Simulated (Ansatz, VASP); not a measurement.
Sc2GaP3 in VASP and in Ansatz

```
Sc Ga P
1.0
     4.46594    0.00000    0.00000
     0.00000    4.46594    0.00000
     0.00000    0.00000    6.37498
Sc Ga P
2 1 3
Direct
  0.50000 0.50000 0.25928
  0.50000 0.50000 0.74072
  0.00000 0.00000 0.00000
  0.50000 0.00000 0.50000
  0.00000 0.50000 0.50000
  0.00000 0.00000 0.50000
```

Alike in both runs: functional PBE; k mesh 4 × 4 × 2; occupations gaussian, width 0.1 eV; no spin polarisation.

Ansatz relaxed the structure, and its values are those at the end. VASP's run is a single point on that final structure, the one shown.

|  | VASP | Ansatz |
| --- | --- | --- |
| version | VASP 6.6.1 | Ansatz 0.2.0 |
| potentials or method | VASP PAW PBE potentials, release 64 (Sc_sv, Ga_d, P) | scalar-relativistic, plane waves, PAW |
| plane-wave cutoff (eV) | 520 | 420 |
| valence electrons in the cell | 50 | 50 |

|  | VASP | Ansatz | Ansatz less VASP |
| --- | --- | --- | --- |
| gap on the k mesh at the Fermi level (eV) | none | none | - |
| pressure (GPa) | 0.0 | 0.0 | 0.00 |
| rms of the force components (eV/Å) | 0.005 | 0.003 | -0.0025 |

A gap of «none» marks a metal or a gap that the smearing closes.

Caveats: the k mesh is coarse (spacing up to 0.49 Å⁻¹), so the values aren't converged.
